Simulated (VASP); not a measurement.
AgCl (relaxed from the NiAs type structure, space group P6_3/mmc): computed properties

All values below come from PBEsol GGA, VASP's PBE PAW potentials (set 64) (plane waves; VASP).

```
Quantity                                                                                             Value
---------------------------------------------  -----------------------------------------------------------
space group                                                                                 P6_3/mmc (194)
cell                                           a = b = 3.9897 Å, c = 5.9129 Å, α = β = 90.00°, γ = 120.00°
volume per atom                                                                             20.38 Å^3/atom
band gap (over mesh and band path)                                                                 0.74 eV
smallest direct gap (over mesh and band path)                                                      0.74 eV
band-edge character                                                                         direct, Γ to Γ
density                                                                                         5.84 g/cm³
```

Space group P6₃/mmc (No. 194); a = b = 3.9897 Å, c = 5.9129 Å, α = β = 90.00°, γ = 120.00°

```tsv
atom	site	symmetry	x	y	z
Ag	2a	-3m.	0.0000	0.0000	0.0000
Cl	2c	-6m2	0.3333	0.6667	0.2500
```

The structure was generated: AgCl was put into the NiAs type type (P6_3/mmc), which need not be its known phase. It was relaxed first, which changed the volume by +11 %. Symmetry was kept, so distortions that lower it aren't found.
